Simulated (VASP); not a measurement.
Output of a VASP run:

### OUTCAR
```
 ion  position               nearest neighbor table
   1  0.000  0.000  0.000-   2 1.53   2 1.53   2 1.53   2 1.53
   2  0.250  0.250  0.250-   1 1.53   1 1.53   1 1.53   1 1.53
  LATTYP: Found a face centered cubic cell.
 ALAT       =     3.5373454236
 Subroutine PRICEL returns:
 Original cell was already a primitive cell.
 Subroutine GETGRP returns: Found 48 space group operations
The static configuration has the point symmetry T_d .
 The point group associated with its full space group is O_h .
The dynamic configuration has the point symmetry T_d .
 Subroutine INISYM returns: Found 48 space group operations
 Subroutine IBZKPT returns following result:
 Found     47 irreducible k-points:

 Following reciprocal coordinates:
            Coordinates               Weight
  0.000000  0.000000  0.000000      1.000000
  0.100000  0.000000  0.000000      8.000000
  0.200000  0.000000  0.000000      8.000000
  0.300000  0.000000  0.000000      8.000000
  0.400000  0.000000  0.000000      8.000000
  0.500000  0.000000  0.000000      4.000000
  0.100000  0.100000  0.000000      6.000000
  0.200000  0.100000  0.000000     24.000000
  0.300000  0.100000  0.000000     24.000000
  0.400000  0.100000  0.000000     24.000000
  0.500000  0.100000  0.000000     24.000000
 -0.400000  0.100000  0.000000     24.000000
 -0.300000  0.100000  0.000000     24.000000
 -0.200000  0.100000  0.000000     24.000000
 -0.100000  0.100000  0.000000     12.000000
  0.200000  0.200000  0.000000      6.000000
  0.300000  0.200000  0.000000     24.000000
  0.400000  0.200000  0.000000     24.000000
  0.500000  0.200000  0.000000     24.000000
 -0.400000  0.200000  0.000000     24.000000
 -0.300000  0.200000  0.000000     24.000000
 -0.200000  0.200000  0.000000     12.000000
  0.300000  0.300000  0.000000      6.000000
  0.400000  0.300000  0.000000     24.000000
  0.500000  0.300000  0.000000     24.000000
 -0.400000  0.300000  0.000000     24.000000
 -0.300000  0.300000  0.000000     12.000000
  0.400000  0.400000  0.000000      6.000000
  0.500000  0.400000  0.000000     24.000000
 -0.400000  0.400000  0.000000     12.000000
  0.500000  0.500000  0.000000      3.000000
  0.300000  0.200000  0.100000     24.000000
  0.400000  0.200000  0.100000     48.000000
  0.500000  0.200000  0.100000     48.000000
 -0.400000  0.200000  0.100000     24.000000
  0.400000  0.300000  0.100000     24.000000
  0.500000  0.300000  0.100000     48.000000
 -0.400000  0.300000  0.100000     48.000000
 -0.300000  0.300000  0.100000     48.000000
 -0.200000  0.300000  0.100000     24.000000
 Subroutine IBZKPT_HF returns following result:
   k-points           NKPTS =     47   k-points in BZ     NKDIM =   1000   number of bands    NBANDS=      8
   number of dos      NEDOS =    301   number of ions     NIONS =      2
   total plane-waves  NPLWV =   8000
   dimension x,y,z NGX =    20 NGY =   20 NGZ =   20
   dimension x,y,z NGXF=    40 NGYF=   40 NGZF=   40
   ions per type =               2
   PREC   = accura    normal or accurate (medium, high low for compatibility)
   ISTART =      1    job   : 0-new  1-cont  2-samecut
   ICHARG =      0    charge: 1-file 2-atom 10-const
   ISPIN  =      1    spin polarized calculation?
   LNONCOLLINEAR =      F non collinear calculations
   LSORBIT =      F    spin-orbit coupling
   INIWAV =      1    electr: 0-lowe 1-rand  2-diag
   ENCUT  =  520.0 eV  38.22 Ry    6.18 a.u.   4.65  4.65  4.65*2*pi/ulx,y,z
   NELM   =     60;   NELMIN=  2; NELMDL=  0     # of ELM steps
   EDIFF  = 0.1E-05   stopping-criterion for ELM
   LREAL  =      F    real-space projection
   NLSPLINE    = F    spline interpolate recip. space projectors
   LMAXMIX     =    2 max onsite mixed and CHGCAR
   VOSKOWN=      0    Vosko Wilk Nusair interpolation
   EDIFFG = 0.1E-04   stopping-criterion for IOM
   NSW    =      0    number of steps for IOM
...
```

OSZICAR:
```
       N       E                     dE             d eps       ncg     rms          rms(c)
DAV:   1    -0.218371696444E+02   -0.21837E+02   -0.30187E-01   960   0.512E+00    0.735E-01
DAV:   2    -0.218366543228E+02    0.51532E-03   -0.94273E-04   920   0.277E-01    0.453E-01
DAV:   3    -0.218357617460E+02    0.89258E-03   -0.78234E-04   760   0.251E-01    0.240E-01
DAV:   4    -0.218355426893E+02    0.21906E-03   -0.25609E-04   792   0.144E-01    0.124E-01
DAV:   5    -0.218354891722E+02    0.53517E-04   -0.62423E-05   784   0.721E-02    0.643E-02
DAV:   6    -0.218354755952E+02    0.13577E-04   -0.14078E-05   784   0.350E-02    0.338E-02
DAV:   7    -0.218354718909E+02    0.37044E-05   -0.31407E-06   768   0.170E-02    0.179E-02
DAV:   8    -0.218354708178E+02    0.10731E-05   -0.69450E-07   504   0.842E-03    0.970E-03
DAV:   9    -0.218354704924E+02    0.32532E-06   -0.20013E-07   376   0.512E-03
   1 F= -.21835470E+02 E0= -.21835470E+02  d E =-.949375E-15
```

**OUTCAR**
```
------------------------ aborting loop because EDIFF is reached ----------------------------------------
  FORCE on cell =-STRESS in cart. coord.  units (eV):
  Direction    XX          YY          ZZ          XY          YZ          ZX
  --------------------------------------------------------------------------------------
  Total       -0.0043656     -0.0043656     -0.0043656      0.0000000      0.0000000      0.0000000
  in kB       -0.6320932     -0.6320932     -0.6320932      0.0000000      0.0000000      0.0000000
  external PRESSURE =      -0.6320932 kB  Pullay stress =       0.0000000 kB
  volume of cell :       11.07
      direct lattice vectors                 reciprocal lattice vectors
     0.000000000  1.768672712  1.768672712    -0.282697865  0.282697865  0.282697865
     1.768672712  0.000000000  1.768672712     0.282697865 -0.282697865  0.282697865
     1.768672712  1.768672712  0.000000000     0.282697865  0.282697865 -0.282697865
 POSITION                                       TOTAL-FORCE (eV/Angst)
 -----------------------------------------------------------------------------------
      0.00000      0.00000      0.00000        -0.000000     -0.000000     -0.000000
      0.88434      0.88434      0.88434         0.000000      0.000000      0.000000
 -----------------------------------------------------------------------------------
    total drift:                               -0.000000     -0.000000      0.000000
  FREE ENERGIE OF THE ION-ELECTRON SYSTEM (eV)
  ---------------------------------------------------
  free  energy   TOTEN  =       -21.8354704924 eV

  energy  without entropy=      -21.8354704924  energy(sigma->0) =      -21.83547049

  exchange ACFDT corr.  =         0.00000000  see jH, gK, PRB 81, 115126
```
(Selected blocks of OUTCAR.)

**POSCAR**
```
C
1
    0.0000000000     1.7686727118     1.7686727118
    1.7686727118     0.0000000000     1.7686727118
    1.7686727118     1.7686727118     0.0000000000
C
2
Direct
  0.0000000000   0.0000000000   0.0000000000
  0.2500000000   0.2500000000   0.2500000000
```

### Question
Write an INCAR and KPOINTS that could have produced this output.

### Answer
One answer among several that fit: the input of the run itself, HSEsol screened hybrid, plane waves, VASP's PBE PAW potentials (set 64).

### KPOINTS
```
Automatic mesh
0
Gamma
10 10 10
0 0 0
```

INCAR:
```
SYSTEM  =  C
PREC  =  Accurate; ENCUT  =  520; LREAL  =  .False.
LASPH  =  .True.; ISYM  =  3
EDIFF  =  1E-6; NELM  =  60; ALGO  =  Normal
ISMEAR  =  0; SIGMA  =  0.05
GGA  =  PS; LHFCALC  =  .True.; AEXX  =  0.25
HFSCREEN  =  0.2; PRECFOCK  =  Fast
ISIF  =  2
LWAVE  =  .False.; LCHARG  =  .False.
```

POTCAR, in this order: C (PBE.64 set). Program: vasp_std. Read from the step before: WAVECAR.

The compound is C in the diamond structure. This cell is one point of a volume scan, at 0.97 of the reference volume. The cell's shape comes from a PBE relaxation.
